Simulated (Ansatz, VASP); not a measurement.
# Si2MoN4 in two plane-wave programs, part 3 of 3

One calculation is typed for both programs; each brings its own data sets. How far apart do they land? The structure shown is the start of the Ansatz relaxation below; VASP solves that cell, so the two are compared at the walk's first step.

VASP 6.6.1 and Ansatz 0.2.0.

So far. Step 4 (Side by side): The forces differ by 12 meV/Å r.m.s., which is 11.8 % of the r.m.s. force of 0.104 eV/Å (both taken over all components). With vacuum in the cell, a pressure given here is an average over mostly empty space and none of the material. Step 7 (Comparison): The forces differ by 12 meV/Å r.m.s., which is 15.4 % of the r.m.s. force of 0.079 eV/Å (both taken over all components). With vacuum in the cell, a pressure given here is an average over mostly empty space and none of the material.

### 8. Ansatz: relaxation, PBE with D3(BJ)

Level of this step: Ansatz beside VASP: Kohn-Sham DFT, plane waves, PBE with D3(BJ) (Ansatz).

The two programs are compared at the cell with which this relaxation starts, whose forces are those of its first step.

The structure compared here is the start of the Ansatz relaxation; VASP solves that cell, so the two are compared at the walk's first step.

Contents of input.yaml:

```yaml
crystal:
  lattice:
    - [2.91, 0.0, 0.0]
    - [-1.455, 2.520133925, 0.0]
    - [0.0, 0.0, 61.4]
  atoms:
    - { symbol: Mo, position: [0.0, 0.0, 0.417752443] }
    - { symbol: "N", position: [0.3333333333, 0.6666666667, 0.4381107492] }
    - { symbol: "N", position: [0.3333333333, 0.6666666667, 0.3973941368] }
    - { symbol: Si, position: [0.3333333333, 0.6666666667, 0.4666123779] }
    - { symbol: Si, position: [0.3333333333, 0.6666666667, 0.3688925081] }
    - { symbol: "N", position: [0.6666666667, 0.3333333333, 0.4747557003] }
    - { symbol: "N", position: [0.6666666667, 0.3333333333, 0.3607491857] }
    - { symbol: Mo, position: [0.3333333333, 0.6666666667, 0.582247557] }
    - { symbol: "N", position: [0.0, 0.0, 0.6026058632] }
    - { symbol: "N", position: [0.0, 0.0, 0.5618892508] }
    - { symbol: Si, position: [0.0, 0.0, 0.6311074919] }
    - { symbol: Si, position: [0.0, 0.0, 0.5333876221] }
    - { symbol: "N", position: [0.6666666667, 0.3333333333, 0.6392508143] }
    - { symbol: "N", position: [0.6666666667, 0.3333333333, 0.5252442997] }
  periodic: [true, true, false]
kpoints:
  mp_grid: { grid: [9, 9, 1] }
hamiltonian:
  xc: pbe
  dispersion: d3bj
  pseudopotentials: { kind: paw, azcp: { folder: soft_1 } }
scf:
  occupations: { method: fermi_dirac, width: 0.02 }
relax:
  f_tol: 0.01
  max_steps: 100
  cell: {}
```

Launch:

```
ansatz run input.yaml --threads 8 --pin off --max-ram 17510MiB --backend cpu --events-out ev --progress --plain --runs-dir out
```

Numbers of over 12 decimals in the logs are rounded to 6 here.

Output:

```text
[...]
Crystal: 14 atoms, lattice volume = 450.282 Å³
Basis set: ecut = 420 eV, 8761 PW (Γ), exchange–correlation on 40×40×864 points (8 copies of the dense FFT grid, shifted against one another)
Bands: 56, of which v1, the nominal top of the filled ones, is band 42 counted from 1 (41 counted from 0)
Symmetry: 12 space group operations
[...]
k-points: 12 of 81
[...]
- { symbol: N, position: [-2.907726969254443e-17, -3.870675509668569e-18, 0.604443] }
    - { symbol: N, position: [-2.90772696925444e-17, -3.870675509668543e-18, 0.563949] }
    - { symbol: Si, position: [-2.9077269692544415e-17, -3.8706755096685775e-18, 0.632781] }
    - { symbol: Si, position: [-2.907726969254441e-17, -3.870675509668576e-18, 0.535624] }
    - { symbol: N, position: [0.666667, 0.333333, 0.641104] }
    - { symbol: N, position: [0.666667, 0.333333, 0.527337] }
[key lines of the parts left out:]
SCF converged after 8 iterations
Free energy (F): -15544.093730 eV
Fermi energy:    -4.483705 eV
P = ½ c Tr σ = -0.0073 N/m
```

### 9. VASP: single point, PBE with D3(BJ), start cell, pair 3

The same cell, functional, mesh and smearing now go to VASP, with its own data sets.

Contents of INCAR:

```
SYSTEM = Si2MoN4
PREC = Accurate
ENCUT = 520
EDIFF = 1E-06
NELM = 120
ISMEAR = -1
SIGMA = 0.02
LREAL = .FALSE.
ALGO = Normal
GGA = PE
IVDW = 12
NBANDS = 56
LASPH = .TRUE.
LORBIT = 11
LWAVE = .FALSE.
LCHARG = .FALSE.
ISIF = 2
LDIPOL = .TRUE.
IDIPOL = 3
DIPOL = 0.5 0.5 0.5
LVHAR = .TRUE.
GGA_COMPAT = .FALSE.
EFERMI = MIDGAP
NELMDL = -8
KPAR = 4
```

Contents of POSCAR:

```
Si2MoN4
1.0
    2.9100000000      0.0000000000      0.0000000000
   -1.4550000000      2.5201340000      0.0000000000
    0.0000000000      0.0000000000     61.4000000000
Mo N Si
2 8 4
Direct
    0.0000000000      0.0000000000      0.4177524430
    0.3333332672      0.6666665344      0.5822475570
    0.3333332672      0.6666665344      0.4381107492
    0.3333332672      0.6666665344      0.3973941368
    0.6666667328      0.3333334656      0.4747557003
    0.6666667328      0.3333334656      0.3607491857
    0.0000000000      0.0000000000      0.6026058632
    0.0000000000      0.0000000000      0.5618892508
    0.6666667328      0.3333334656      0.6392508143
    0.6666667328      0.3333334656      0.5252442997
    0.3333332672      0.6666665344      0.4666123779
    0.3333332672      0.6666665344      0.3688925081
    0.0000000000      0.0000000000      0.6311074919
    0.0000000000      0.0000000000      0.5333876221
```

Contents of KPOINTS:

```
Automatic mesh
0
Gamma
9 9 1
0 0 0
```

Potentials, in the order of the species: Mo_sv, N and Si (PBE family, release 64).

Launch:

```
mpirun -np 4 vasp_std
```

Output:

```text
[... set-up lines as in an earlier step ...]
 entering main loop
       N       E                     dE             d eps       ncg     rms          rms(c)
DAV:   1     0.757339993222E+03    0.75734E+03   -0.41377E+04  1552   0.124E+03
DAV:   2    -0.580041557271E+02   -0.81534E+03   -0.79196E+03  1824   0.329E+02
DAV:   3    -0.140109410313E+03   -0.82105E+02   -0.81135E+02  1592   0.103E+02
DAV:   4    -0.142954024652E+03   -0.28446E+01   -0.28285E+01  1736   0.216E+01
[...]
DAV:  27    -0.123363756039E+03   -0.38036E-05   -0.49484E-08  1008   0.689E-04    0.138E-04
DAV:  28    -0.123363758731E+03   -0.26917E-05   -0.54200E-08  1024   0.483E-04    0.162E-04
DAV:  29    -0.123363759523E+03   -0.79226E-06   -0.13789E-08   976   0.354E-04
   1 F= -.12725777E+03 E0= -.12725777E+03  d E =-.197168E-19
```

OUTCAR, selected parts (step 9):

```text
 Edisp (eV)   -3.89401

  Total      -4.06882    -4.06882    -2.89008    -0.00000     0.00000     0.00000
  in kB     -14.47750   -14.47750   -10.28337    -0.00000     0.00000     0.00000
  external pressure =      -13.08 kB  Pullay stress =        0.00 kB

 POSITION                                       TOTAL-FORCE (eV/Angst)
 -----------------------------------------------------------------------------------
      0.00000      0.00000     25.65000        -0.000000      0.000000      0.013511
     -0.00000      1.68009     35.75000         0.000000     -0.000000     -0.013511
     -0.00000      1.68009     26.90000        -0.000000      0.000000     -0.019159
     -0.00000      1.68009     24.40000         0.000000     -0.000000      0.033801
      1.45500      0.84004     29.15000        -0.000000      0.000000     -0.102827
      1.45500      0.84004     22.15000        -0.000000      0.000000     -0.040273
      0.00000      0.00000     37.00000        -0.000000      0.000000     -0.033801
      0.00000      0.00000     34.50000         0.000000      0.000000      0.019159
      1.45500      0.84004     39.25000         0.000000      0.000000      0.040273
      1.45500      0.84004     32.25000        -0.000000     -0.000000      0.102827
     -0.00000      1.68009     28.65000        -0.000000     -0.000000     -0.341967
     -0.00000      1.68009     22.65000         0.000000      0.000000      0.295206
      0.00000      0.00000     38.75000        -0.000000     -0.000000     -0.295206
      0.00000      0.00000     32.75000         0.000000     -0.000000      0.341967
 -----------------------------------------------------------------------------------
    total drift:                               -0.000000      0.000034     -0.000068

  FREE ENERGIE OF THE ION-ELECTRON SYSTEM (eV)
  ---------------------------------------------------
  free  energy   TOTEN  =      -127.2577705276 eV

  energy  without entropy=     -127.2577705276  energy(sigma->0) =     -127.25777053

[... 2 parts as in an earlier step ...]

[... 1 further part left out ...]
[key lines of the parts left out:]
E-fermi :   0.0929
```

### 10. Side by side

Forces on 9 of the 14 atoms, those with the largest forces and the largest differences (eV/Å; atoms numbered as in POSCAR):

```
atom        Ansatz x, y, z          VASP x, y, z
  N4   0.000, 0.000, 0.069   0.000, 0.000, 0.034
  N5  0.000, 0.000, -0.089  0.000, 0.000, -0.103
  N7  0.000, 0.000, -0.069  0.000, 0.000, -0.034
  N8   0.000, 0.000, 0.054   0.000, 0.000, 0.019
 N10   0.000, 0.000, 0.089   0.000, 0.000, 0.103
Si11  0.000, 0.000, -0.354  0.000, 0.000, -0.342
Si12   0.000, 0.000, 0.307   0.000, 0.000, 0.295
Si13  0.000, 0.000, -0.307  0.000, 0.000, -0.295
Si14   0.000, 0.000, 0.354   0.000, 0.000, 0.342
```

The forces differ by 12 meV/Å r.m.s., which is 12.0 % of the r.m.s. force of 0.102 eV/Å (both taken over all components). With vacuum in the cell, a pressure given here is an average over mostly empty space and none of the material.

### 11. Summary of results

```yaml
r_m_s_force_difference_single_point_pbe_with_d3_bj_start_cell_pair_1: 12 meV/Å
r_m_s_force_difference_single_point_pbe_with_d3_bj_start_cell_pair_2: 12 meV/Å
r_m_s_force_difference_single_point_pbe_with_d3_bj_start_cell_pair_3: 12 meV/Å
```

In words: The r.m.s. force difference is 12 meV/Å (single point, PBE with D3(BJ), start cell, pair 1), at about the 12 meV/Å picked in this series as the mark of a large difference. What causes the difference of the single point, PBE with D3(BJ), start cell, pair 1 pair stays open here. What causes the difference of the single point, PBE with D3(BJ), start cell, pair 2 pair stays open here. What causes the difference of the single point, PBE with D3(BJ), start cell, pair 3 pair stays open here. 3 further runs of this series are not shown here. How closely two codes agree says nothing of how well the functional describes the real material.

[Lines on the potential files, build, host, timing and source positions are cut from VASP's logs without a mark.]

[Logs are printed without paths, hosts, clocks, repeated set-up lines and the standing remarks that a program may print on its own settings, such as how far it seeks lower states.]

[Hosts, paths, dates, database ids (printed as entryN), source tags and the programs' standing remarks are cut or masked in the printed files.]
